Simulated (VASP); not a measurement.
Given:

```
YN
1.0
    0.00000     2.63343     2.63343
    2.63343     0.00000     2.63343
    2.63343     2.63343     0.00000
N Y
1 1
Direct
  0.25000   0.25000   0.25000
  0.00000   0.00000   0.00000
```

Calculation: r2SCAN meta-GGA, VASP's PBE PAW potentials (set 64) (plane waves; VASP). Numerical set-up: 520 eV cut-off, 10×10×10 Γ-centred mesh, tetrahedra with Blöchl corrections, potentials N Y_sv.

**Question.** Predict the energy per atom (σ→0), band gap (over mesh and band path) with the smallest direct gap where there is one.

**Answer.** 
| Item | Value |
|---|---|
| band gap (over mesh and band path) | 2.52 eV |
| smallest direct gap (over mesh and band path) | 2.58 eV |
| energy per atom (σ→0) | -16.425 eV/atom |

Total energies compare only between runs with the same potentials, cut-off and functional.

The structure was generated: YN was put into the zincblende type (F-43m), which need not be its known phase. It was relaxed first.
